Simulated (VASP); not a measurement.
A calculation with VASP 6.6.1 of HfRu3 (ASE script, structure from a POSCAR):

The input run.py:

```python
from ase.calculators.vasp import Vasp
from ase.dft.bandgap import bandgap
from ase.io import read

atoms = read('POSCAR')
calc = Vasp(
    directory='calc',
    xc='pbe',
    pp='PBE',
    setups='recommended',
    prec='Accurate',
    encut=520,
    ediff=1e-06,
    ismear=0,
    sigma=0.02,
    lreal=False,
    lasph=True,
    nelm=60,
    algo='Normal',
    isif=2,
    lwave=False,
    lcharg=False,
    kpts=[7, 7, 7],
    gamma=True,
)
atoms.calc = calc

print('energy (eV):', atoms.get_potential_energy())
print('free energy (eV):', atoms.get_potential_energy(force_consistent=True))
print('forces (eV/A):')
print(atoms.get_forces())
print('stress (eV/A^3, Voigt):', atoms.get_stress())
print('Fermi level (eV):', calc.get_fermi_level())
gap, top, bottom = bandgap(calc)
print('band gap (eV):', gap, 'from (spin, k, band)', top, 'to', bottom)
```

File POSCAR:

```
HfRu3
1.0
    3.9557730000      0.0000000000      0.0000000000
    0.0000000000      3.9557730000      0.0000000000
    0.0000000000      0.0000000000      3.9557730000
Hf Ru
1 3
Direct
    0.0000000000      0.0000000000      0.0000000000
    0.0000000000      0.5000000000      0.5000000000
    0.5000000000      0.0000000000      0.5000000000
    0.5000000000      0.5000000000      0.0000000000
```

Potentials or basis: VASP PAW PBE potentials, release 64 (Hf_pv, Ru_pv).

The run is started by

```console
$ python run.py
```

The cell comes from a database or a generator and needn't be the stable form of this composition.

Problem. Write the same calculation in another form: native input, structure from a POSCAR.

Solution. As run:

The input INCAR:

```
ALGO = Fast
EDIFF = 1E-6
ENCUT = 520
GGA = PE
ISIF = 2
ISMEAR = 0
LASPH = T
LCHARG = F
LREAL = F
LWAVE = F
NBANDS = 34
NELM = 80
PREC = Accurate
SIGMA = 0.02
```

File KPOINTS:

```
k-points
0
Gamma
  7 7 7
```

File POSCAR:

```
HfRu3
3.9558
    0.999993174579      0.000000000000      0.000000000000
    0.000000000000      0.999993174579      0.000000000000
    0.000000000000      0.000000000000      0.999993174579
Hf Ru
1 3
Direct
    0.0000000000      0.0000000000      0.0000000000
    0.0000000000      0.5000000000      0.5000000000
    0.5000000000      0.0000000000      0.5000000000
    0.5000000000      0.5000000000      0.0000000000
```

Potentials or basis: VASP PAW PBE potentials, release 64 (Hf_pv, Ru_pv).

The run is started by

```bash
$ cat potpaw_PBE.64/Hf_pv/POTCAR potpaw_PBE.64/Ru_pv/POTCAR > POTCAR
$ mpirun -np 1 vasp_std > vasp.out
```

Both were run:

|  | ASE script, structure from a POSCAR | native input, structure from a POSCAR |
| --- | --- | --- |
| Pressure | -1.9 GPa | -2.0 GPa |
| Band gap on the k mesh | none (metal or under the smearing width) | none (metal or under the smearing width) |

Keys that steer only the numerical path or the files written may differ.
